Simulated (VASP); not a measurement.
```yaml
crystal:
  lattice:
    - [2.82925, 0.00000, 0.00000]
    - [0.00000, 2.82925, 0.00000]
    - [0.00000, 0.00000, 2.82925]
  atoms:
    - { symbol: Al, position: [0.50000, 0.50000, 0.50000] }
    - { symbol: Co, position: [0.00000, 0.00000, 0.00000] }
```

All values below come from vdW-DF-cx, VASP's PBE PAW potentials (set 64) (plane waves; VASP). Run with 520 eV cut-off, Gaussian smearing of 0.050 eV, potentials Al Co.

### Question
Give the energies of bands 1 to 9 at the high-symmetry points, in eV from the Fermi level.

### Answer

| band | Γ | X | M | R |
|---|---|---|---|---|
| 1 | -11.23 | -6.84 | -5.36 | -4.07 |
| 2 | -3.10 | -6.77 | -3.19 | -4.07 |
| 3 | -3.10 | -2.50 | -2.74 | -4.07 |
| 4 | -0.91 | -1.81 | -2.74 | -0.25 |
| 5 | -0.91 | -1.81 | -1.60 | -0.25 |
| 6 | -0.91 | -0.79 | -1.60 | 2.34 |
| 7 | 6.06 | 0.14 | -0.29 | 2.34 |
| 8 | 6.06 | 8.41 | 2.43 | 2.34 |
| 9 | 6.06 | 10.67 | 3.61 | 4.41 |

It has no gap at this level: it comes out as a metal or semimetal.

The compound is CoAl in the CsCl type structure. It was relaxed first. The run is not spin-polarised, so no magnetic state was tried.
